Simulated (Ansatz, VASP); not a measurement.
# CsSe2 in VASP and in Ansatz

```
Cs Se
1.0
     0.00000    3.99453    3.99453
     3.99453    0.00000    3.99453
     3.99453    3.99453    0.00000
Cs Se
1 2
Direct
  0.00000 0.00000 0.00000
  0.25000 0.25000 0.25000
  0.75000 0.75000 0.75000
```

Change from the starting cell: species swapped into the Li2Te type (Fm-3m, No. 225).

Alike in both runs: functional PBE; k mesh 10 × 10 × 10; occupations gaussian, width 0.1 eV; no spin polarisation.

Ansatz relaxed the structure, and its values are those at the end. VASP's run is a single point on that final structure, the one shown.

```csv
,VASP,Ansatz
version,VASP 6.6.1,Ansatz 0.2.0
potentials or method,"VASP PAW PBE potentials, release 64 (Cs_sv, Se)","scalar-relativistic, plane waves, PAW"
plane-wave cutoff (eV),520,420
valence electrons in the cell,21,41
```

```csv
,VASP,Ansatz,Ansatz less VASP
gap on the k mesh at the Fermi level (eV),none,none,-
pressure (GPa),0.1,0.0,-0.05
```

A gap of «none» marks a metal or a gap that the smearing closes. With one functional, cell and mesh, what is left measures potentials, basis and numerics. The two sets of potentials don't hold the same shells in valence.

The runs have no spin-orbit coupling, so splittings on Cs are missing.
